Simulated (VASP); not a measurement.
Crystal: Sc2InSb3.

```
Sc In Sb
1.0
    -2.06500    2.06500    8.75000
     2.06500   -2.06500    8.75000
     2.06500    2.06500   -8.75000
Sc In Sb
2 1 3
Direct
  0.66670 0.66670 0.00000
  0.33330 0.33330 0.00000
  0.00000 0.00000 0.00000
  0.83330 0.83330 0.00000
  0.16670 0.16670 0.00000
  0.50000 0.50000 0.00000
```

The cell was built by a generator and needn't be a form met in nature.

- Program: VASP 6.6.1
- Task: relaxation of cell and atoms
- Functional: PBE
- Potentials or basis: VASP PAW PBE potentials, release 64 (Sc_sv, In_d, Sb)
- Cutoff: 520 eV
- k mesh: 6 × 6 × 6
- Occupations: gaussian, width 0.15 eV
- Spin: no spin polarisation

At the start: pressure 5.7 GPa; volume 24.87 Å³/atom.

Problem. How do energy, volume and symmetry change on relaxing?

Solution. Over 7 steps the energy falls by 57.1 meV/atom and the volume is 27.26 Å³/atom (+9.6 %); space group I4/mmm (No. 139, to 0.05 Å).

Step by step:
| step | energy change (eV) | largest force (eV/Å) | pressure (GPa) | volume (Å³) |
| --- | --- | --- | --- | --- |
| 1 | 0.0000 | 0.4848 | 5.73 | 149.25 |
| 2 | -0.2632 | 0.3582 | -2.30 | 169.23 |
| 3 | -0.2960 | 0.3753 | -0.51 | 163.68 |
| 4 | -0.3241 | 0.2856 | -0.07 | 162.56 |
| 5 | -0.3297 | 0.2244 | 0.37 | 161.73 |
| 6 | -0.3401 | 0.1233 | 0.04 | 162.78 |
| 7 | -0.3429 | 0.0450 | -0.21 | 163.58 |

Final structure:
```yaml
crystal:
  lattice:
    - [-2.09150, 2.09150, 9.34882]
    - [2.09150, -2.09150, 9.34882]
    - [2.09150, 2.09150, -9.34882]
  atoms:
    - { symbol: Sc, position: [0.66929, 0.66929, 0.00000] }
    - { symbol: Sc, position: [0.33071, 0.33071, 0.00000] }
    - { symbol: In, position: [0.00000, 0.00000, 0.00000] }
    - { symbol: Sb, position: [0.82870, 0.82870, 0.00000] }
    - { symbol: Sb, position: [0.17130, 0.17130, 0.00000] }
    - { symbol: Sb, position: [0.50000, 0.50000, 0.00000] }
```
